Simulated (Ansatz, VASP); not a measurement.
Two plane-wave programs on ZrMo2C2

```
Zr Mo C
1.0
     3.62410    0.00000    0.00000
     0.00000    3.62410    0.00000
     0.00000    0.00000    4.62117
Zr Mo C
1 2 2
Direct
  0.00000 0.00000 0.00000
  0.50000 0.00000 0.50000
  0.00000 0.50000 0.50000
  0.50000 0.50000 0.83688
  0.50000 0.50000 0.16312
```

Alike in both runs: functional PBE; k mesh 6 × 6 × 4; occupations gaussian, width 0.1 eV; no spin polarisation.

Ansatz relaxed the structure, and its values are those at the end. VASP's run is a single point on that final structure, the one shown.

|  | VASP | Ansatz |
| --- | --- | --- |
| version | VASP 6.6.1 | Ansatz 0.2.0 |
| potentials or method | VASP PAW PBE potentials, release 64 (Zr_sv, Mo_sv, C) | scalar-relativistic, plane waves, PAW |
| plane-wave cutoff (eV) | 520 | 420 |
| valence electrons in the cell | 48 | 48 |

Ansatz gave:

- gap on the k mesh at the Fermi level (eV): none
- pressure (GPa): 0.0
- rms of the force components (eV/Å): 0.002

Q: What did VASP give for the same quantities?

A: gap on the k mesh at the Fermi level (eV): none; pressure (GPa): 0.5; rms of the force components (eV/Å): 0.006.

A gap of «none» marks a metal or a gap that the smearing closes. With one functional, cell and mesh, what is left measures potentials, basis and numerics.
